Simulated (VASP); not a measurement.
Consider the following.

```yaml
crystal:
  lattice:
    - [11.46485, 0.00000, 0.00000]
    - [0.00000, 11.46485, 0.00000]
    - [0.00000, 0.00000, 11.46485]
  atoms:
    - { symbol: Al, position: [0.50084, 0.99822, 0.99916] }
    - { symbol: Al, position: [0.75159, 0.24980, 0.99914] }
    - { symbol: Al, position: [0.74994, 0.99975, 0.24933] }
    - { symbol: Al, position: [0.00005, 0.00018, 0.99910] }
    - { symbol: Al, position: [0.25009, 0.25013, 0.00008] }
    - { symbol: Al, position: [0.49956, 0.49970, 0.00049] }
    - { symbol: Al, position: [0.75007, 0.75004, 0.99912] }
    - { symbol: Al, position: [0.24877, 0.99794, 0.24891] }
    - { symbol: Al, position: [0.49927, 0.24978, 0.25104] }
    - { symbol: Al, position: [0.75074, 0.50020, 0.24989] }
    - { symbol: Al, position: [0.50068, 0.99712, 0.50165] }
    - { symbol: Al, position: [0.75172, 0.24932, 0.50077] }
    - { symbol: Al, position: [0.75051, 0.99961, 0.74922] }
    - { symbol: Al, position: [0.99817, 0.50086, 0.99900] }
    - { symbol: Al, position: [0.24991, 0.75160, 0.99879] }
    - { symbol: Al, position: [0.99807, 0.24886, 0.24901] }
    - { symbol: Al, position: [0.24950, 0.49983, 0.25042] }
    - { symbol: Al, position: [0.50020, 0.75071, 0.25004] }
    - { symbol: Al, position: [0.00327, 0.00326, 0.50038] }
    - { symbol: Al, position: [0.28083, 0.28061, 0.47371] }
    - { symbol: Al, position: [0.48266, 0.48238, 0.48705] }
    - { symbol: Al, position: [0.74796, 0.74788, 0.50047] }
    - { symbol: Al, position: [0.24891, 0.00366, 0.74610] }
    - { symbol: Al, position: [0.50259, 0.24688, 0.75605] }
    - { symbol: Al, position: [0.74689, 0.50145, 0.74700] }
    - { symbol: Al, position: [0.99966, 0.75011, 0.24917] }
    - { symbol: Al, position: [0.99739, 0.50063, 0.50132] }
    - { symbol: Al, position: [0.24954, 0.75154, 0.50062] }
    - { symbol: Al, position: [0.00378, 0.24874, 0.74617] }
    - { symbol: Al, position: [0.24660, 0.50258, 0.75580] }
    - { symbol: Al, position: [0.50187, 0.74658, 0.74703] }
    - { symbol: Al, position: [0.99953, 0.75066, 0.74931] }
    - { symbol: As, position: [0.62477, 0.12404, 0.12461] }
    - { symbol: As, position: [0.87436, 0.37479, 0.12526] }
    - { symbol: As, position: [0.87449, 0.12350, 0.37575] }
    - { symbol: As, position: [0.12450, 0.12452, 0.12558] }
    - { symbol: As, position: [0.37419, 0.37436, 0.12592] }
    - { symbol: As, position: [0.62463, 0.62469, 0.12593] }
    - { symbol: As, position: [0.87450, 0.87468, 0.12509] }
    - { symbol: As, position: [0.37726, 0.11752, 0.37352] }
    - { symbol: As, position: [0.62817, 0.37155, 0.37423] }
    - { symbol: As, position: [0.87412, 0.62540, 0.37572] }
    - { symbol: As, position: [0.62448, 0.12457, 0.62588] }
    - { symbol: As, position: [0.87422, 0.37434, 0.62740] }
    - { symbol: As, position: [0.87579, 0.12436, 0.87406] }
    - { symbol: As, position: [0.12385, 0.62507, 0.12419] }
    - { symbol: As, position: [0.37476, 0.87418, 0.12525] }
    - { symbol: As, position: [0.11810, 0.37734, 0.37329] }
    - { symbol: As, position: [0.37166, 0.62780, 0.37417] }
    - { symbol: As, position: [0.62541, 0.87405, 0.37586] }
    - { symbol: As, position: [0.13284, 0.13267, 0.61738] }
    - { symbol: As, position: [0.37497, 0.37497, 0.64296] }
    - { symbol: As, position: [0.61728, 0.61697, 0.61828] }
    - { symbol: As, position: [0.87478, 0.87486, 0.62481] }
    - { symbol: As, position: [0.37381, 0.12217, 0.87751] }
    - { symbol: As, position: [0.62634, 0.37528, 0.87744] }
    - { symbol: As, position: [0.87325, 0.62473, 0.87408] }
    - { symbol: As, position: [0.12350, 0.87441, 0.37574] }
    - { symbol: As, position: [0.12444, 0.62464, 0.62574] }
    - { symbol: As, position: [0.37455, 0.87384, 0.62763] }
    - { symbol: As, position: [0.12220, 0.37374, 0.87748] }
    - { symbol: As, position: [0.37520, 0.62613, 0.87703] }
    - { symbol: As, position: [0.62479, 0.87328, 0.87415] }
    - { symbol: As, position: [0.12436, 0.87596, 0.87408] }
    - { symbol: H, position: [0.37650, 0.37533, 0.39478] }
```
Cell charge +1.

All values below come from HSE06 screened hybrid, VASP's PBE PAW potentials (set 64) (plane waves; VASP 6.6.1). Numerical set-up: PREC = Normal, LREAL = Auto, ISYM = 0, NELECT = 256.0, EDIFF = 1E-5, 400 eV cut-off, 1×1×1 Γ-centred mesh, Gaussian smearing of 0.050 eV, potentials Al As H.

The cell is charged, with a uniform compensating background. The supercell is sampled at Γ alone, which is coarse: total energies, pressure and levels can be off, energies of defects by several tenths of an eV.

Task: What does the run give for the energy per atom (σ→0)?

Result: 
The energy per atom (σ→0) is -5.443 eV/atom.

Only differences to runs with the same potentials and settings are physical.

The cell is a supercell with a defect, built from AlAs (zinc blende): H_i, charge +1. The cell's shape comes from a PBE relaxation. The run is not spin-polarised, so no state with unpaired spins was tried.
